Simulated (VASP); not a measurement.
Calculation: PBE GGA, VASP's PBE PAW potentials (set 64) (plane waves; VASP 6.6.1).

Input for VASP

File POSCAR:
```
SiGe
3.7450010
  1.0000000000   0.0000000000   0.0000000000
 -0.4999998665   0.8660254029   0.0000000000
  0.0000000000   0.0000000000   1.3937550350
Ge Si
2 2
Direct
  0.0000000000   0.0000000000   0.0000000000
  0.0000000000   0.0000000000   0.5000000000
  0.3333330000   0.6666670000   0.2500000000
  0.6666670000   0.3333330000   0.7500000000
```

INCAR:
```
EDIFF = 1E-6
LCHARG = .FALSE.
PREC = Accurate
SYSTEM = SiGe
ISIF = 2
KGAMMA = .TRUE.
GGA = PE   ! PBE
ISMEAR = 1
LREAL = .FALSE.   ! projection in real space or not
LMAXMIX = 4   ! l cut-off of mixed one-centre charges
NELM = 100
LASPH = .TRUE.
KSPACING = 0.25
ENCUT = 400   ! plane-wave cut-off (eV)
SIGMA = 0.1   ! width (eV)
LWAVE = .FALSE.
ALGO = Normal   ! blocked Davidson
```

POTCAR, in this order: Ge_d Si (PBE.64 set). Program: vasp_std.

Output of the run:

File OSZICAR:
```
       N       E                     dE             d eps       ncg     rms          rms(c)
DAV:   1     0.231679404074E+03    0.23168E+03   -0.15968E+04  1456   0.333E+03
DAV:   2     0.158233694971E+02   -0.21586E+03   -0.21162E+03  1332   0.627E+02
DAV:   3    -0.164398082568E+02   -0.32263E+02   -0.31692E+02  1572   0.154E+02
DAV:   4    -0.174233531132E+02   -0.98354E+00   -0.98007E+00  1572   0.309E+01
DAV:   5    -0.174443586648E+02   -0.21006E-01   -0.21002E-01  1610   0.464E+00    0.516E+00
DAV:   6    -0.173790577819E+02    0.65301E-01   -0.26910E-02  1848   0.254E+00    0.301E+00
DAV:   7    -0.173395512831E+02    0.39506E-01   -0.32853E-02  1818   0.244E+00    0.186E-01
DAV:   8    -0.173395885124E+02   -0.37229E-04   -0.43140E-03  1804   0.118E+00    0.654E-02
DAV:   9    -0.173396129841E+02   -0.24472E-04   -0.27225E-04  1806   0.259E-01    0.306E-02
DAV:  10    -0.173396227535E+02   -0.97694E-05   -0.25021E-05  1718   0.449E-02    0.627E-03
DAV:  11    -0.173396233232E+02   -0.56970E-06   -0.34064E-06  1320   0.175E-02
   1 F= -.17339623E+02 E0= -.17338584E+02  d E =-.311845E-02
```

OUTCAR:
```
------------------------ aborting loop because EDIFF is reached ----------------------------------------
  FORCE on cell =-STRESS in cart. coord.  units (eV):
  Direction    XX          YY          ZZ          XY          YZ          ZX
  --------------------------------------------------------------------------------------
  Total        5.3617007      5.3617006     11.8548658      0.0000008      0.0000000     -0.0000000
  in kB      135.5002983    135.5002980    299.5948411      0.0000209      0.0000000     -0.0000000
  external PRESSURE =     190.1984791 kB  Pullay stress =       0.0000000 kB
  volume of cell :       63.40
      direct lattice vectors                 reciprocal lattice vectors
     3.745001000  0.000000000  0.000000000     0.267022626  0.154165544  0.000000000
    -1.872500000  3.243266000  0.000000000     0.000000000  0.308331170  0.000000000
     0.000000000  0.000000000  5.219614000     0.000000000  0.000000000  0.191585048
 POSITION                                       TOTAL-FORCE (eV/Angst)
 -----------------------------------------------------------------------------------
      0.00000      0.00000      0.00000         0.000000     -0.000000      0.000000
      0.00000      0.00000      2.60981         0.000000     -0.000000      0.000000
     -0.00000      2.16218      1.30490         0.000000     -0.000000     -0.000000
      1.87250      1.08109      3.91471        -0.000000      0.000000      0.000000
 -----------------------------------------------------------------------------------
    total drift:                                0.000000     -0.000000      0.000000
  FREE ENERGIE OF THE ION-ELECTRON SYSTEM (eV)
  ---------------------------------------------------
  free  energy   TOTEN  =       -17.3396233232 eV

  energy  without entropy=      -17.3365048779  energy(sigma->0) =      -17.33858384
```
(Selected blocks of OUTCAR.)

The structure was generated: SiGe was put into the NiAs type (P6_3/mmc), which need not be its known phase. The cell was not relaxed at this level. The run is one of a series of settings (KGAMMA = .TRUE., KSPACING = 0.25, KPOINTS file removed against the base run), some of them coarse on purpose.
